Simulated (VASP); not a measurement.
# AlV2C with PBE + U: from relaxation to properties, part 3 of 10

What structure does AlV2C take at this level, and what are its properties? A warning ahead: between some runs the electronic state changes, as is said there, so values from before and after such a change belong to different solutions. The start is a computed cell from the Materials Project.

VASP 6.6.1; PBE, DFT+U (V d 4 eV), spin-polarised from a ferromagnetic start; plane waves and PAW (Al, V_sv, C).

Still holding for the runs below: The magnetic state follows from one typed start and may not be the lowest. The k-mesh is coarse for a metal. A U on the itinerant d states of such a compound is hard to justify; it moves the bands at the Fermi level and favours large moments.

So far, moment of the cell, from the last line of the log (μB): step 2 (full relaxation (PBE + U)) 2.58.

**3. Second relaxation**

The basis stayed that of the start cell while the cell moved. A rerun from the cell reached resets it; the error of the finite cutoff stays. The mesh changes with the cell too.

File INCAR:

```
SYSTEM = AlV2C
PREC = Accurate
ENCUT = 520
EDIFF = 1E-06
NELM = 100
ISMEAR = 0
SIGMA = 0.05
LREAL = .FALSE.
ALGO = Normal
GGA = PE
NBANDS = 50
ISPIN = 2
MAGMOM = 0 0 2 2 2 2 0 0
LDAU = .TRUE.
LDAUTYPE = 2
LDAUL = -1 2 -1
LDAUU = 0 4 0
LDAUJ = 0 0 0
LDAUPRINT = 1
LASPH = .TRUE.
LMAXMIX = 4
LORBIT = 11
LWAVE = .FALSE.
LCHARG = .FALSE.
KPAR = 4
IBRION = 2
NSW = 60
ISIF = 3
EDIFFG = -0.01
```

File POSCAR:

```
AlV2C
1.0
    2.9739394552      0.0000000000      0.0000000000
   -1.4869697276      2.5755071175      0.0000000000
    0.0000000000      0.0000000000     13.1085285011
Al V C
2 4 2
Direct
    0.3333333300      0.6666666700      0.2500000000
    0.6666666700      0.3333333300      0.7500000000
    0.3333333300      0.6666666700      0.5866239443
    0.6666666700      0.3333333300      0.4133760557
    0.6666666700      0.3333333300      0.0866239443
    0.3333333300      0.6666666700      0.9133760557
    0.0000000000      0.0000000000      0.0000000000
    0.0000000000      0.0000000000      0.5000000000
```

File KPOINTS:

```
Automatic mesh
0
Gamma
7 7 2
0 0 0
```

PAW data sets: Al, V_sv and C (PBE family, release 64).

Run with:

```console
> mpirun -np 4 vasp_std
```

Output:

```text
[... set-up lines as in an earlier step ...]
 entering main loop
       N       E                     dE             d eps       ncg     rms          rms(c)
DAV:   1     0.897520333974E+03    0.89752E+03   -0.36406E+04  3232   0.140E+03
DAV:   2    -0.696717956046E+01   -0.90449E+03   -0.87022E+03  3230   0.473E+02
DAV:   3    -0.644889079397E+02   -0.57522E+02   -0.55554E+02  3976   0.123E+02
DAV:   4    -0.662465361947E+02   -0.17576E+01   -0.17485E+01  3876   0.196E+01
DAV:   5    -0.662719192126E+02   -0.25383E-01   -0.25368E-01  3790   0.272E+00    0.528E+01
DAV:   6    -0.500474222355E+02    0.16224E+02   -0.12079E+02  4046   0.673E+01    0.190E+01
DAV:   7    -0.489690690638E+02    0.10784E+01   -0.29310E+01  3656   0.353E+01    0.127E+01
DAV:   8    -0.489562300537E+02    0.12839E-01   -0.22050E+00  3630   0.732E+00    0.560E+00
DAV:   9    -0.491875793545E+02   -0.23135E+00   -0.11055E+00  3614   0.486E+00    0.221E+00
DAV:  10    -0.492557816073E+02   -0.68202E-01   -0.20443E-01  3666   0.289E+00    0.113E+00
DAV:  11    -0.493274822129E+02   -0.71701E-01   -0.91927E-02  3808   0.119E+00    0.920E-01
DAV:  12    -0.493666302132E+02   -0.39148E-01   -0.68959E-02  3704   0.115E+00    0.518E-01
DAV:  13    -0.493820202079E+02   -0.15390E-01   -0.14132E-02  3710   0.550E-01    0.240E-01
DAV:  14    -0.493833927574E+02   -0.13725E-02   -0.22775E-03  3670   0.279E-01    0.128E-01
DAV:  15    -0.493836772676E+02   -0.28451E-03   -0.52278E-04  3668   0.121E-01    0.640E-02
DAV:  16    -0.493837602896E+02   -0.83022E-04   -0.23235E-04  3706   0.673E-02    0.262E-02
DAV:  17    -0.493837739834E+02   -0.13694E-04   -0.38570E-05  3558   0.331E-02    0.151E-02
DAV:  18    -0.493837765170E+02   -0.25336E-05   -0.68235E-06  3038   0.128E-02    0.666E-03
DAV:  19    -0.493837773895E+02   -0.87248E-06   -0.13751E-06  2100   0.714E-03
   1 F= -.49383777E+02 E0= -.49382750E+02  d E =-.493838E+02  mag=     2.6624
 curvature:   0.00 expect dE= 0.000E+00 dE for cont linesearch  0.000E+00
 trial: gam= 0.00000 g(F)=  0.385E-03 g(S)=  0.877E-03 ort = 0.000E+00 (trialstep = 0.100E+01)
 search vector abs. value=  0.126E-02
 bond charge predicted
       N       E                     dE             d eps       ncg     rms          rms(c)
DAV:   1    -0.493937290766E+02   -0.99526E-02   -0.28465E-01  3712   0.602E+00    0.993E-01
DAV:   2    -0.493870590572E+02    0.66700E-02   -0.74393E-02  3690   0.215E+00    0.539E-01
DAV:   3    -0.493846894930E+02    0.23696E-02   -0.78783E-03  3602   0.662E-01    0.151E-01
DAV:   4    -0.493844243893E+02    0.26510E-03   -0.11417E-03  3796   0.184E-01    0.708E-02
DAV:   5    -0.493844124628E+02    0.11927E-04   -0.10696E-04  3616   0.754E-02    0.467E-02
DAV:   6    -0.493844132096E+02   -0.74684E-06   -0.16545E-05  3480   0.277E-02    0.265E-02
DAV:   7    -0.493844150912E+02   -0.18816E-05   -0.10911E-05  3604   0.237E-02    0.558E-03
DAV:   8    -0.493844159959E+02   -0.90473E-06   -0.80001E-07  1630   0.685E-03
   2 F= -.49384416E+02 E0= -.49383347E+02  d E =-.638606E-03  mag=     2.6656
[...]
3 F= -.49384417E+02 E0= -.49383350E+02  d E =-.639913E-03  mag=     2.6651
[...]
4 F= -.49384461E+02 E0= -.49383407E+02  d E =-.435953E-04  mag=     2.6643
 trial-energy change:   -0.000044  1 .order   -0.000028   -0.000326    0.000269
 step:   0.5868(harm=  0.5495)  dis= 0.00098  next Energy=   -49.384516 (dE=-0.984E-04)
 bond charge predicted
       N       E                     dE             d eps       ncg     rms          rms(c)
DAV:   1    -0.493845747442E+02   -0.11405E-03   -0.15609E-02  3912   0.166E+00    0.163E-01
DAV:   2    -0.493845609186E+02    0.13826E-04   -0.24019E-03  3264   0.370E-01    0.533E-02
DAV:   3    -0.493845232326E+02    0.37686E-04   -0.14420E-04  3278   0.898E-02    0.390E-02
DAV:   4    -0.493845136606E+02    0.95720E-05   -0.38883E-05  3566   0.409E-02    0.894E-03
DAV:   5    -0.493845138273E+02   -0.16674E-06   -0.22127E-06  2544   0.105E-02
   5 F= -.49384514E+02 E0= -.49383460E+02  d E =-.965247E-04  mag=     2.6638
 curvature:  -0.33 expect dE=-0.431E-05 dE for cont linesearch -0.532E-06
 trial: gam=-0.06724 g(F)=  0.122E-05 g(S)=  0.120E-04 ort = 0.252E-04 (trialstep = 0.920E+00)
 search vector abs. value=  0.115E-04
 reached required accuracy - stopping structural energy minimisation
```

Elapsed: 66 s, on 4 MPI ranks of Intel Xeon 6975P-C (Granite Rapids), shared host; peak memory 1.4 GiB.

From OUTCAR (step 3):

```text
  LATTYP: Found a hexagonal cell.
 ALAT       =     2.9739394552
 C/A-ratio  =     4.4077993848

 Found     16 irreducible k-points:

   k-points           NKPTS =     16   k-points in BZ     NKDIM =     16   number of bands    NBANDS=     50

   ENCUT  =  520.0 eV  38.22 Ry    6.18 a.u.   5.53  5.53 24.37*2*pi/ulx,y,z

   NELECT =      66.0000    total number of electrons

atom =   3  type =  2  l = 2

 onsite density matrix

spin component  1

  0.3038 -0.0000  0.0000 -0.1181 -0.0000
 -0.0000  0.5355  0.0000 -0.0000 -0.1181
  0.0000  0.0000  0.2466  0.0000 -0.0000
 -0.1181 -0.0000  0.0000  0.5355  0.0000
 -0.0000 -0.1181 -0.0000  0.0000  0.3038

spin component  2

  0.2415 -0.0000  0.0000 -0.0513 -0.0000
 -0.0000  0.2239  0.0000 -0.0000 -0.0513
  0.0000  0.0000  0.1907  0.0000 -0.0000
 -0.0513 -0.0000  0.0000  0.2239  0.0000
 -0.0000 -0.0513 -0.0000  0.0000  0.2415

 occupancies and eigenvectors

  o =  0.1807  v =  0.0000  0.0000  0.0000  0.0000  0.0000  0.0000  0.7646  0.0000  0.0000  0.6445      0.0000  0.0000  0.0000  0.0000  0.0000  0.0000  0.0000  0.0000  0.0000  0.0000
  o =  0.1807  v =  0.0000  0.0000  0.0000  0.0000  0.0000  0.6445 -0.0000 -0.0000  0.7646 -0.0000      0.0000  0.0000  0.0000  0.0000  0.0000  0.0000  0.0000  0.0000  0.0000  0.0000
  o =  0.1907  v =  0.0000  0.0000  0.0000  0.0000  0.0000 -0.0000  0.0000 -1.0000 -0.0000  0.0000      0.0000  0.0000  0.0000  0.0000  0.0000  0.0000  0.0000  0.0000  0.0000  0.0000
  o =  0.2466  v = -0.0000  0.0000  1.0000 -0.0000  0.0000  0.0000  0.0000  0.0000  0.0000  0.0000      0.0000  0.0000  0.0000  0.0000  0.0000  0.0000  0.0000  0.0000  0.0000  0.0000
  o =  0.2542  v =  0.0000  0.3872 -0.0000  0.0000  0.9220  0.0000  0.0000  0.0000  0.0000  0.0000      0.0000  0.0000  0.0000  0.0000  0.0000  0.0000  0.0000  0.0000  0.0000  0.0000
  o =  0.2542  v =  0.9220 -0.0000  0.0000  0.3872 -0.0000  0.0000  0.0000  0.0000  0.0000  0.0000      0.0000  0.0000  0.0000  0.0000  0.0000  0.0000  0.0000  0.0000  0.0000  0.0000
  o =  0.2847  v =  0.0000  0.0000  0.0000  0.0000  0.0000 -0.0000  0.6445  0.0000  0.0000 -0.7646      0.0000  0.0000  0.0000  0.0000  0.0000  0.0000  0.0000  0.0000  0.0000  0.0000
  o =  0.2847  v =  0.0000  0.0000  0.0000  0.0000  0.0000 -0.7646 -0.0000 -0.0000  0.6445  0.0000      0.0000  0.0000  0.0000  0.0000  0.0000  0.0000  0.0000  0.0000  0.0000  0.0000
  o =  0.5851  v = -0.0000 -0.9220 -0.0000 -0.0000  0.3872  0.0000  0.0000  0.0000  0.0000  0.0000      0.0000  0.0000  0.0000  0.0000  0.0000  0.0000  0.0000  0.0000  0.0000  0.0000
  o =  0.5851  v =  0.3872  0.0000  0.0000 -0.9220 -0.0000  0.0000  0.0000  0.0000  0.0000  0.0000      0.0000  0.0000  0.0000  0.0000  0.0000  0.0000  0.0000  0.0000  0.0000  0.0000

atom =   4  type =  2  l = 2

 onsite density matrix

spin component  1

  0.3038 -0.0000  0.0000 -0.1181 -0.0000
 -0.0000  0.5355  0.0000 -0.0000 -0.1181
  0.0000  0.0000  0.2466 -0.0000 -0.0000
 -0.1181 -0.0000 -0.0000  0.5355  0.0000
 -0.0000 -0.1181 -0.0000  0.0000  0.3038

spin component  2

  0.2415 -0.0000  0.0000 -0.0513 -0.0000
 -0.0000  0.2239  0.0000 -0.0000 -0.0513
  0.0000  0.0000  0.1907 -0.0000 -0.0000
 -0.0513 -0.0000 -0.0000  0.2239  0.0000
 -0.0000 -0.0513 -0.0000  0.0000  0.2415

 occupancies and eigenvectors

  o =  0.1807  v =  0.0000  0.0000  0.0000  0.0000  0.0000 -0.0000 -0.7646 -0.0000 -0.0000 -0.6445      0.0000  0.0000  0.0000  0.0000  0.0000  0.0000  0.0000  0.0000  0.0000  0.0000
  o =  0.1807  v =  0.0000  0.0000  0.0000  0.0000  0.0000  0.6445 -0.0000 -0.0000  0.7646 -0.0000      0.0000  0.0000  0.0000  0.0000  0.0000  0.0000  0.0000  0.0000  0.0000  0.0000
  o =  0.1907  v =  0.0000  0.0000  0.0000  0.0000  0.0000 -0.0000  0.0000 -1.0000 -0.0000  0.0000      0.0000  0.0000  0.0000  0.0000  0.0000  0.0000  0.0000  0.0000  0.0000  0.0000
  o =  0.2466  v =  0.0000 -0.0000 -1.0000  0.0000 -0.0000  0.0000  0.0000  0.0000  0.0000  0.0000      0.0000  0.0000  0.0000  0.0000  0.0000  0.0000  0.0000  0.0000  0.0000  0.0000
  o =  0.2542  v =  0.0000  0.3872 -0.0000  0.0000  0.9220  0.0000  0.0000  0.0000  0.0000  0.0000      0.0000  0.0000  0.0000  0.0000  0.0000  0.0000  0.0000  0.0000  0.0000  0.0000
  o =  0.2542  v =  0.9220 -0.0000  0.0000  0.3872 -0.0000  0.0000  0.0000  0.0000  0.0000  0.0000      0.0000  0.0000  0.0000  0.0000  0.0000  0.0000  0.0000  0.0000  0.0000  0.0000
  o =  0.2847  v =  0.0000  0.0000  0.0000  0.0000  0.0000  0.0000 -0.6445 -0.0000 -0.0000  0.7646      0.0000  0.0000  0.0000  0.0000  0.0000  0.0000  0.0000  0.0000  0.0000  0.0000
  o =  0.2847  v =  0.0000  0.0000  0.0000  0.0000  0.0000 -0.7646 -0.0000 -0.0000  0.6445  0.0000      0.0000  0.0000  0.0000  0.0000  0.0000  0.0000  0.0000  0.0000  0.0000  0.0000
  o =  0.5851  v = -0.0000 -0.9220 -0.0000  0.0000  0.3872  0.0000  0.0000  0.0000  0.0000  0.0000      0.0000  0.0000  0.0000  0.0000  0.0000  0.0000  0.0000  0.0000  0.0000  0.0000
  o =  0.5851  v =  0.3872 -0.0000  0.0000 -0.9220  0.0000  0.0000  0.0000  0.0000  0.0000  0.0000      0.0000  0.0000  0.0000  0.0000  0.0000  0.0000  0.0000  0.0000  0.0000  0.0000

atom =   5  type =  2  l = 2

 onsite density matrix

spin component  1

  0.3038  0.0000  0.0000  0.1181 -0.0000
  0.0000  0.5355 -0.0000 -0.0000  0.1181
  0.0000 -0.0000  0.2466  0.0000 -0.0000
  0.1181 -0.0000  0.0000  0.5355 -0.0000
[...]
o =  0.1907  v =  0.0000  0.0000  0.0000  0.0000  0.0000 -0.0000 -0.0000 -1.0000  0.0000  0.0000      0.0000  0.0000  0.0000  0.0000  0.0000  0.0000  0.0000  0.0000  0.0000  0.0000
  o =  0.2466  v = -0.0000 -0.0000  1.0000  0.0000  0.0000  0.0000  0.0000  0.0000  0.0000  0.0000      0.0000  0.0000  0.0000  0.0000  0.0000  0.0000  0.0000  0.0000  0.0000  0.0000
  o =  0.2542  v =  0.0000 -0.3872 -0.0000 -0.0000  0.9220  0.0000  0.0000  0.0000  0.0000  0.0000      0.0000  0.0000  0.0000  0.0000  0.0000  0.0000  0.0000  0.0000  0.0000  0.0000
  o =  0.2542  v = -0.9220 -0.0000 -0.0000  0.3872  0.0000  0.0000  0.0000  0.0000  0.0000  0.0000      0.0000  0.0000  0.0000  0.0000  0.0000  0.0000  0.0000  0.0000  0.0000  0.0000
  o =  0.2847  v =  0.0000  0.0000  0.0000  0.0000  0.0000  0.0000 -0.6445  0.0000  0.0000 -0.7646      0.0000  0.0000  0.0000  0.0000  0.0000  0.0000  0.0000  0.0000  0.0000  0.0000
  o =  0.2847  v =  0.0000  0.0000  0.0000  0.0000  0.0000 -0.7646 -0.0000 -0.0000 -0.6445 -0.0000      0.0000  0.0000  0.0000  0.0000  0.0000  0.0000  0.0000  0.0000  0.0000  0.0000
  o =  0.5851  v =  0.0000 -0.9220  0.0000  0.0000 -0.3872  0.0000  0.0000  0.0000  0.0000  0.0000      0.0000  0.0000  0.0000  0.0000  0.0000  0.0000  0.0000  0.0000  0.0000  0.0000
  o =  0.5851  v =  0.3872  0.0000  0.0000  0.9220 -0.0000  0.0000  0.0000  0.0000  0.0000  0.0000      0.0000  0.0000  0.0000  0.0000  0.0000  0.0000  0.0000  0.0000  0.0000  0.0000

 E-fermi :   9.2712

 spin component 1
 k-point     1 :       0.0000    0.0000    0.0000
  band No.  band energies     occupation
    ...
     34       8.9486      1.00000
     35       9.0491      1.00000
     36       9.0491      1.00000
     37       9.0652      1.00000
     38       9.0652      1.00000
     39      10.0868      0.00000
     40      10.0868      0.00000
     41      10.1417      0.00000
     42      10.1417      0.00000
     43      12.3461      0.00000
    ...

 k-point     2 :       0.1429   -0.0000    0.0000
  band No.  band energies     occupation
    ...
     32       8.4469      1.00000
     33       8.5145      1.00000
     34       8.5943      1.00000
     35       8.9580      1.00000
     36       9.0676      1.00000
     37       9.3349      0.03561
     38       9.3529      0.01042
     39      10.1275      0.00000
     40      10.1837      0.00000
     41      10.1929      0.00000
    ...

 k-point     3 :       0.2857    0.0000    0.0000
  band No.  band energies     occupation
    ...
     30       7.7109      1.00000
     31       7.8977      1.00000
     32       7.9700      1.00000
     33       8.5976      1.00000
     34       8.6761      1.00000
     35       9.5602      0.00000
     36       9.6056      0.00000
     37      10.0950      0.00000
     38      10.1169      0.00000
     39      10.3131      0.00000
    ...

 k-point     4 :       0.4286    0.0000    0.0000
  band No.  band energies     occupation
    ...
     30       7.0722      1.00000
     31       7.1343      1.00000
     32       7.1951      1.00000
     33       8.8058      1.00000
     34       8.9132      1.00000
     35       9.9371      0.00000
     36      10.2726      0.00000
     37      10.7561      0.00000
     38      10.7900      0.00000
     39      10.8908      0.00000
    ...

  Total       -0.0314602     -0.0314602     -0.0015394      0.0000000      0.0000000      0.0000000
  in kB       -0.5008968     -0.5008968     -0.0245092      0.0000000      0.0000000      0.0000000
  external PRESSURE =      -0.3421010 kB  Pullay stress =       0.0000000 kB

  energy-cutoff  :      520.00
  volume of cell :      100.63
      direct lattice vectors                 reciprocal lattice vectors
     2.973675485  0.000000000  0.000000000     0.336284173  0.194153758 -0.000000000
    -1.486837742  2.575278512  0.000000000     0.000000000  0.388307515 -0.000000000
     0.000000000  0.000000000 13.140328637     0.000000000 -0.000000000  0.076101597

 POSITION                                       TOTAL-FORCE (eV/Angst)
 -----------------------------------------------------------------------------------
     -0.00000      1.71685      3.28508        -0.000000     -0.000000      0.000000
      1.48684      0.85843      9.85525        -0.000000      0.000000      0.000000
     -0.00000      1.71685      7.70525         0.000000     -0.000000      0.002511
      1.48684      0.85843      5.43508        -0.000000      0.000000     -0.002511
      1.48684      0.85843      1.13509        -0.000000      0.000000      0.002511
     -0.00000      1.71685     12.00524         0.000000     -0.000000     -0.002511
      0.00000      0.00000      0.00000        -0.000000      0.000000      0.000000
      0.00000      0.00000      6.57016        -0.000000      0.000000      0.000000
 -----------------------------------------------------------------------------------
    total drift:                               -0.000020      0.000011     -0.000001

  FREE ENERGIE OF THE ION-ELECTRON SYSTEM (eV)
  ---------------------------------------------------
  free  energy   TOTEN  =       -49.3845138273 eV

  energy  without entropy=      -49.3824053567  energy(sigma->0) =      -49.38345959

 total charge
# of ion       s       p       d       tot
------------------------------------------
    1        0.419   0.382   0.000   0.802
    2        0.419   0.382   0.000   0.802
    3        2.264   6.271   3.015  11.550
    4        2.264   6.271   3.015  11.550
    5        2.264   6.271   3.015  11.550
    6        2.264   6.271   3.015  11.550
    7        0.891   1.553   0.000   2.445
    8        0.891   1.553   0.000   2.445
--------------------------------------------------
tot         11.678  28.955  12.061  52.693

 magnetization (x)
# of ion       s       p       d       tot
------------------------------------------
    1       -0.022  -0.027   0.000  -0.050
    2       -0.022  -0.027   0.000  -0.050
    3        0.002  -0.002   0.801   0.801
    4        0.002  -0.002   0.801   0.801
    5        0.002  -0.002   0.801   0.801
    6        0.002  -0.002   0.801   0.801
    7       -0.022  -0.133   0.000  -0.155
    8       -0.022  -0.133   0.000  -0.155
--------------------------------------------------
tot         -0.082  -0.326   3.204   2.795

[... 4 parts as in an earlier step ...]

[... 11 further parts left out ...]
```

CONTCAR:

```
AlV2C
   1.00000000000000
     2.9736754847149061    0.0000000000000000    0.0000000000000000
    -1.4868377423574530    2.5752785123540645    0.0000000000000000
     0.0000000000000000    0.0000000000000000   13.1403286367241972
  Al              V               C
     2     4     2
Direct
     0.3333333300000021    0.6666666699999979    0.2500000000000000
     0.6666666699999979    0.3333333300000021    0.7500000000000000
     0.3333333300000021    0.6666666699999979    0.5863820505714333
     0.6666666699999979    0.3333333300000021    0.4136179494285666
     0.6666666699999979    0.3333333300000021    0.0863820505714334
     0.3333333300000021    0.6666666699999979    0.9136179494285667
     0.0000000000000000    0.0000000000000000    0.0000000000000000
     0.0000000000000000    0.0000000000000000    0.5000000000000000
```

Relaxation path:

```csv
step,energy less that of the first step (eV),largest force (eV/Å),pressure (GPa),volume (Å³)
1,0.0000,0.0447,0.25,100.40
2,-0.0006,0.0258,-0.16,100.69
3,-0.0006,0.0254,-0.15,100.70
4,-0.0007,0.0234,0.15,100.58
5,-0.0007,0.0025,-0.03,100.63
```

```csv
"conventional cell, symmetrised",before,after,change
a (Å),2.974,2.974,-0.0 %
b (Å),2.974,2.974,-0.0 %
c (Å),13.109,13.140,+0.2 %
volume (Å³/atom),12.55,12.58,+0.2 %
```

Final coordinates:

```xyz
8
Lattice="2.9737 0.0000 0.0000 -1.4868 2.5753 0.0000 0.0000 0.0000 13.1403" Properties=species:S:1:pos:R:3 pbc="T T T"
Al    0.0000    1.7169    3.2851
Al    1.4868    0.8584    9.8552
V     0.0000    1.7169    7.7053
V     1.4868    0.8584    5.4351
V     1.4868    0.8584    1.1351
V     0.0000    1.7169   12.0052
C     0.0000    0.0000    0.0000
C     0.0000    0.0000    6.5702
```

This step gave:

* irreducible k-points: 16
* free energy (TOTEN): -49.38 eV
* energy at zero smearing: -49.38 eV
* Fermi energy: 9.271 eV
* pressure: -0.03421 GPa
* moment of the cell, from the last line of the log: 2.664 μB
* SCF cycles over all ionic steps: 41

It ends with a largest force of 0.003 eV/Å and a pressure of -0.03 GPa.

[end of part 3 of 10]

[Lines on the potential files, build, host, timing and source positions are cut from VASP's logs without a mark.]

[Logs are printed without paths, hosts, clocks, repeated set-up lines and the standing remarks that a program may print on its own settings, such as how far it seeks lower states.]

[Hosts, paths, dates, database ids (printed as entryN), source tags and the programs' standing remarks are cut or masked in the printed files.]

[A measured line is paired with the nearest computed mode of its activity, which favours agreement.]

[In band tables of VASP the shares of atoms and orbitals are scaled to a sum of 1 inside the atoms' spheres.]
